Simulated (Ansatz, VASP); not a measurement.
**One calculation of BeZn3Se4, two programs**

```
Be Zn Se
1.0
     3.94874    0.00000    0.00000
    -1.97437    3.41971    0.00000
     0.00000    0.00000   13.03797
Be Zn Se
1 3 4
Direct
  0.33333 0.66667 0.00121
  0.33333 0.66667 0.50085
  0.66667 0.33333 0.24255
  0.66667 0.33333 0.75972
  0.33333 0.66667 0.17339
  0.33333 0.66667 0.69039
  0.66667 0.33333 0.43195
  0.66667 0.33333 0.94994
```

Alike in both runs: task single point; functional PBE; k mesh 6 × 6 × 1; occupations gaussian, width 0.1 eV; no spin polarisation.

|  | VASP | Ansatz |
| --- | --- | --- |
| version | VASP 6.6.1 | Ansatz 0.2.0 |
| potentials or method | VASP PAW PBE potentials, release 64 (Be, Zn, Se) | scalar-relativistic, plane waves, PAW |
| plane-wave cutoff (eV) | 520 | 420 |
| valence electrons in the cell | 62 | 102 |

Ansatz gave:

- gap on the k mesh at the Fermi level (eV): 1.59
- least direct gap on the mesh (eV): 1.59
- pressure (GPa): 0.0
- largest component of the traceless stress (GPa): 0.10
- rms of the force components (eV/Å): 0.006

What did VASP give for the same quantities?

gap on the k mesh at the Fermi level (eV): 1.59; least direct gap on the mesh (eV): 1.59; pressure (GPa): 0.2; largest component of the traceless stress (GPa): 0.10; rms of the force components (eV/Å): 0.008.

Atom by atom the forces differ by 0.004 eV/Å (rms over components). The two sets of potentials don't hold the same shells in valence.

Caveats: the k mesh is coarse (spacing up to 0.48 Å⁻¹), so the values aren't converged.
